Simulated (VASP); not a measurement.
```
CELL_PARAMETERS angstrom
     -1.88810     1.88810     3.11671
      1.88810    -1.88810     3.11671
      1.88810     1.88810    -3.11671
ATOMIC_POSITIONS crystal
  Sr 0.00000 0.00000 0.00000
  N  0.60020 0.60020 0.00000
  N  0.39980 0.39980 0.00000
```

Level of theory: PBEsol GGA, VASP's PBE PAW potentials (set 64) (plane waves; VASP). Numerical set-up: 520 eV cut-off, Gaussian smearing of 0.050 eV, potentials Sr_sv N.

**Question.** Estimate the band gap (along the path) with the smallest direct gap where there is one.

**Answer.** 
```
Property                                                     Result
-------------------------  ----------------------------------------
band gap (along the path)  none (metal, semimetal or under 0.01 eV)
```

The absolute energy has meaning only against runs of the same code, potentials and settings.

The structure comes from a computed database's SrN2 entry (I4/mmm); how it stands against other phases isn't given here. It was relaxed first.
